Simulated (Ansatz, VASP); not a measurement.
## Cross-check of AgHPt between VASP and Ansatz

Aim: how closely do two programs agree when they are given the same cell, functional and k mesh? The cell is generated by rule, not measured, and may not be a known phase. The cell is taken from a series of runs on this material, whose earlier steps may have relaxed, scaled, displaced or heated it; both programs get it as it stands.

Method: plane waves, with VASP 6.6.1 beside it; relaxation of cell and atoms at r2SCAN, in Ansatz 0.2.0.

The structure was built from a prototype and need not be the compound's stable phase.

**1. Set-up**

The structure is orthorhombic, space group Pmm2 (No. 25). Conventional cell: a = 2.855 Å, b = 4.456 Å, c = 2.838 Å, α = 90.00°, β = 90.00°, γ = 90.00°. Nearest to Ag lie 2 H at 2.28 Å. H has 4 Pt at 1.76 to 2.31 Å and 2 Ag at 2.28 Å nearest. Pt has 2 H at 1.76 Å nearest. Farther neighbours are not listed.

Coordinates:

```cif
data_structure
_symmetry_space_group_name_H-M 'P 1'
_symmetry_Int_Tables_number 1
_cell_length_a 2.8553
_cell_length_b 4.4559
_cell_length_c 2.8377
_cell_angle_alpha 90.000
_cell_angle_beta 90.000
_cell_angle_gamma 90.000
_cell_volume 36.10
loop_
_atom_site_label
_atom_site_type_symbol
_atom_site_fract_x
_atom_site_fract_y
_atom_site_fract_z
_atom_site_occupancy
Ag1 Ag 0.50000 0.50000 0.46310 1
H2 H 0.50000 0.00000 0.62676 1
Pt3 Pt 0.00000 0.00000 0.98847 1
```

**2. VASP: relaxation of cell and atoms, r2SCAN**

The relaxed volume is the usual yardstick between codes: in a stiff, nearly cubic crystal its relative difference is about their pressure difference at one cell divided by the bulk modulus.

Lines of VASP's logs that name or quote its potential files are left out, and so is its time.

Input file INCAR:

```
SYSTEM = AgHPt
PREC = Accurate
ENCUT = 550
EDIFF = 1E-07
NELM = 120
ISMEAR = 1
SIGMA = 0.2
LREAL = .FALSE.
ALGO = Normal
METAGGA = R2SCAN
LASPH = .TRUE.
NBANDS = 17
LORBIT = 11
LWAVE = .FALSE.
LCHARG = .FALSE.
ISIF = 3
IBRION = 2
NSW = 80
EDIFFG = -0.005
GGA_COMPAT = .FALSE.
NELMIN = 4
LMIXTAU = .TRUE.
KPAR = 2
```

Input file POSCAR:

```
AgHPt
1.0
    2.8552790000      0.0000000000      0.0000000000
    0.0000000000      4.4558530000      0.0000000000
    0.0000000000      0.0000000000      2.8376780000
Ag H Pt
1 1 1
Direct
    0.4999998249      0.4999998878      0.4630955309
    0.4999998249      0.0000000000      0.6267582157
    0.0000000000      0.0000000000      0.9884683886
```

Input file KPOINTS:

```
Automatic mesh
0
Gamma
14 10 14
0 0 0
```

The projector-augmented-wave data sets are Ag, H and Pt (PBE family, release 64).

Launch:

```bash
> mpirun -np 2 vasp_std
```

Numbers of over 12 decimals in the logs are rounded to 6 here.

Output:

```text
[banner, memory and clock lines left out]
running    2 mpi-ranks, on    1 nodes
 distrk:  each k-point on    1 cores,    2 groups
 distr:  one band on    1 cores,    1 groups

 POSCAR found type information on POSCAR AgH Pt
 POSCAR found :  3 types and       3 ions
|                                                                             |
|               ----> ADVICE to this user running VASP <----                  |
|                                                                             |
|     You enforced a specific xc type in the INCAR file but a different       |
|     [... a line on the potential file left out ...]
|     I HOPE YOU KNOW WHAT YOU ARE DOING!                                     |
|                                                                             |

 LDA part: xc-table for (None), standard interpolation
 POSCAR, INCAR and KPOINTS ok, starting setup
 FFT: planning ... GRIDC
 FFT: planning ... GRID_SOFT
 FFT: planning ... GRID
 WAVECAR not read
 entering main loop
       N       E                     dE             d eps       ncg     rms          rms(c)
DAV:   1     0.570580462484E+02    0.57058E+02   -0.12129E+04 13152   0.134E+03
DAV:   2    -0.808045346775E+02   -0.13786E+03   -0.13154E+03 13826   0.284E+02
DAV:   3    -0.832855413727E+02   -0.24810E+01   -0.24649E+01 15779   0.414E+01
DAV:   4    -0.832984575367E+02   -0.12916E-01   -0.12914E-01 14714   0.289E+00
DAV:   5    -0.832986140281E+02   -0.15649E-03   -0.15649E-03 15447   0.342E-01    0.134E+01
DAV:   6    -0.764920266777E+02    0.68066E+01   -0.59006E+00 13140   0.279E+01    0.842E+00
DAV:   7    -0.761703134595E+02    0.32171E+00   -0.45452E-01 13421   0.677E+00    0.391E+00
DAV:   8    -0.760498506598E+02    0.12046E+00   -0.91864E-01 13505   0.812E+00    0.264E+00
DAV:   9    -0.762412570415E+02   -0.19141E+00   -0.12961E-01 13538   0.429E+00    0.834E-01
DAV:  10    -0.762927557228E+02   -0.51499E-01   -0.55871E-02 13603   0.205E+00    0.281E-01
DAV:  11    -0.762919235343E+02    0.83219E-03   -0.53488E-03 14747   0.686E-01    0.758E-02
DAV:  12    -0.762923963577E+02   -0.47282E-03   -0.13406E-03 13521   0.324E-01    0.512E-02
DAV:  13    -0.762924949030E+02   -0.98545E-04   -0.19520E-04 13590   0.124E-01    0.265E-02
DAV:  14    -0.762925130434E+02   -0.18140E-04   -0.10123E-04 13525   0.929E-02    0.158E-02
DAV:  15    -0.762925298997E+02   -0.16856E-04   -0.87739E-06 14189   0.275E-02    0.110E-02
DAV:  16    -0.762925422854E+02   -0.12386E-04   -0.23215E-06 13547   0.130E-02    0.721E-03
DAV:  17    -0.762925505590E+02   -0.82736E-05   -0.15494E-05 13678   0.313E-02    0.211E-03
DAV:  18    -0.762925524705E+02   -0.19115E-05   -0.10243E-06 13290   0.104E-02    0.808E-04
DAV:  19    -0.762925525659E+02   -0.95436E-07   -0.33751E-08  7359   0.165E-03
   1 F= -.76292553E+02 E0= -.76292851E+02  d E =-.762926E+02
[...]
2 F= -.76292661E+02 E0= -.76292947E+02  d E =-.108438E-03
[...]
3 F= -.76292711E+02 E0= -.76293002E+02  d E =-.158042E-03
[...]
4 F= -.76292760E+02 E0= -.76293052E+02  d E =-.494980E-04
[...]
5 F= -.76292776E+02 E0= -.76293069E+02  d E =-.653639E-04
[...]
6 F= -.76292776E+02 E0= -.76293069E+02  d E =-.653782E-04
 curvature:  -1.04 expect dE=-0.514E-05 dE for cont linesearch -0.360E-09
 trial: gam= 0.10405 g(F)=  0.327E-05 g(S)=  0.167E-05 ort =-0.168E-06 (trialstep = 0.111E+01)
 search vector abs. value=  0.579E-05
 bond charge predicted
       N       E                     dE             d eps       ncg     rms          rms(c)
DAV:   1    -0.762927838439E+02   -0.78817E-05   -0.82773E-04 13100   0.199E-01    0.152E-02
DAV:   2    -0.762927803969E+02    0.34470E-05   -0.21411E-05 14255   0.432E-02    0.528E-03
DAV:   3    -0.762927802097E+02    0.18723E-06   -0.98168E-07 14002   0.120E-02    0.381E-03
DAV:   4    -0.762927800530E+02    0.15670E-06   -0.24458E-07 10861   0.502E-03    0.187E-03
DAV:   5    -0.762927799031E+02    0.14991E-06   -0.62989E-08  6592   0.240E-03    0.297E-04
DAV:   6    -0.762927799119E+02   -0.88262E-08   -0.24249E-08  6541   0.133E-03
   7 F= -.76292780E+02 E0= -.76293073E+02  d E =-.392537E-05
 trial-energy change:   -0.000004  1 .order   -0.000004   -0.000005   -0.000004
 step:   3.1275(harm=  3.1275)  dis= 0.00070  next Energy=   -76.292784 (dE=-0.769E-05)
 reached required accuracy - stopping structural energy minimisation
```

From OUTCAR (step 2):

```text
ion  position               nearest neighbor table
   1  0.500  0.500  0.463-   3 2.97   3 2.97   3 2.97   3 2.97   3 3.04   3 3.04   3 3.04   3 3.04

  LATTYP: Found a simple orthorhombic cell.
 ALAT       =     2.8376780000
 B/A-ratio  =     1.0062026065
 C/A-ratio  =     1.5702461661

 Subroutine GETGRP returns: Found  4 space group operations
 (whereof  4 operations were pure point group operations)

The static configuration has the point symmetry C_2v.

 Found    384 irreducible k-points:

   k-points           NKPTS =    384   k-points in BZ     NKDIM =    384   number of bands    NBANDS=     17

   dimension x,y,z NGX =    24 NGY =   36 NGZ =   24
   dimension x,y,z NGXF=    48 NGYF=   72 NGZF=   48

   ENCUT  =  550.0 eV  40.42 Ry    6.36 a.u.   5.46  8.52  5.43*2*pi/ulx,y,z

   NELECT =      22.0000    total number of electrons

 k-points in reciprocal lattice and weights: Automatic mesh
   0.00000000  0.00000000  0.00000000       0.001
   0.07142857  0.00000000  0.00000000       0.001
   0.14285714  0.00000000  0.00000000       0.001
   0.21428571  0.00000000  0.00000000       0.001
   0.28571429  0.00000000  0.00000000       0.001
   0.35714286  0.00000000  0.00000000       0.001
   0.42857143  0.00000000  0.00000000       0.001
   0.50000000  0.00000000  0.00000000       0.001
   0.00000000  0.10000000  0.00000000       0.001
[...]
0.42857143  0.50000000  0.50000000       0.001
   0.50000000  0.50000000  0.50000000       0.001

 average (electrostatic) potential at core
       1 -75.2704       2 -32.1617       3 -70.6008

 E-fermi :   8.5631

 k-point     1 :       0.0000    0.0000    0.0000
  band No.  band energies     occupation
    ...
      7       4.9210      2.00000
      8       5.2340      2.00000
      9       7.2294      2.00000
     10       7.2831      2.00000
     11       7.3448      2.00000
     12       8.8995     -0.03868
     13      12.7738      0.00000
     14      17.6642      0.00000
     15      19.7053      0.00000
     16      22.3239      0.00000
    ...

 k-point     2 :       0.0714    0.0000    0.0000
  band No.  band energies     occupation
    ...
      7       4.9326      2.00000
      8       5.1940      2.00000
      9       6.8127      2.00000
     10       7.0945      2.00000
     11       7.3347      2.00000
     12       9.4769     -0.00000
     13      12.7837      0.00000
     14      17.2974      0.00000
     15      19.3341      0.00000
     16      22.8133      0.00000
    ...

 k-point     3 :       0.1429    0.0000    0.0000
  band No.  band energies     occupation
    ...
      7       4.9726      2.00000
      8       5.0850      2.00000
      9       6.0536      2.00000
     10       6.7550      2.00000
     11       7.2996      2.00000
     12      10.5640     -0.00000
     13      12.7971      0.00000
     14      15.9470      0.00000
     15      19.5142      0.00000
     16      22.7064      0.00000
    ...

  Total       -0.0069479      0.0063173     -0.0076701      0.0000000      0.0000000      0.0000000
  in kB       -0.3080210      0.2800661     -0.3400404      0.0000000      0.0000000      0.0000000
  external PRESSURE =      -0.1226651 kB  Pullay stress =       0.0000000 kB

  energy-cutoff  :      550.00
  volume of cell :       36.14
      direct lattice vectors                 reciprocal lattice vectors
     2.857073805  0.000000000  0.000000000     0.350008459  0.000000000  0.000000000
     0.000000000  4.449456457  0.000000000     0.000000000  0.224746553  0.000000000
     0.000000000  0.000000000  2.842841071     0.000000000  0.000000000  0.351760783

 POSITION                                       TOTAL-FORCE (eV/Angst)
 -----------------------------------------------------------------------------------
      1.42854      2.22473      1.31694         0.000000      0.000000      0.004462
      1.42854      0.00000      1.77863         0.000000      0.000000     -0.004814
      0.00000      0.00000      2.81277         0.000000      0.000000      0.000352
 -----------------------------------------------------------------------------------
    total drift:                                0.000138      0.000136     -0.000692

  FREE ENERGIE OF THE ION-ELECTRON SYSTEM (eV)
  ---------------------------------------------------
  free  energy   TOTEN  =       -76.2927799119 eV

  energy  without entropy=      -76.2936599385  energy(sigma->0) =      -76.29307325

 reached required accuracy - stopping structural energy minimisation

 total charge
# of ion       s       p       d       tot
------------------------------------------
    1        0.368   0.279   9.234   9.880
    2        0.487   0.041   0.000   0.528
    3        0.608   0.514   8.219   9.340
--------------------------------------------------
tot          1.462   0.834  17.452  19.749

[... 3 further parts left out ...]
```

CONTCAR:

```
AgHPt
   1.00000000000000
     2.8570738054603844    0.0000000000000000    0.0000000000000000
     0.0000000000000000    4.4494564569736017    0.0000000000000000
     0.0000000000000000    0.0000000000000000    2.8428410711082073
  Ag              H               Pt
     1     1     1
Direct
     0.4999998249000015    0.4999998878000014    0.4632492287860103
     0.4999998249000015    0.0000000000000000    0.6256518823959912
     0.0000000000000000    0.0000000000000000    0.9894210240179954
```

(Part 1 of 2 ends here.)

[Lines on the potential files, build, host, timing and source positions are cut from VASP's logs without a mark.]

[Logs are printed without paths, hosts, clocks, repeated set-up lines and the standing remarks that a program may print on its own settings, such as how far it seeks lower states.]

[Hosts, paths, dates, database ids (printed as entryN), source tags and the programs' standing remarks are cut or masked in the printed files.]
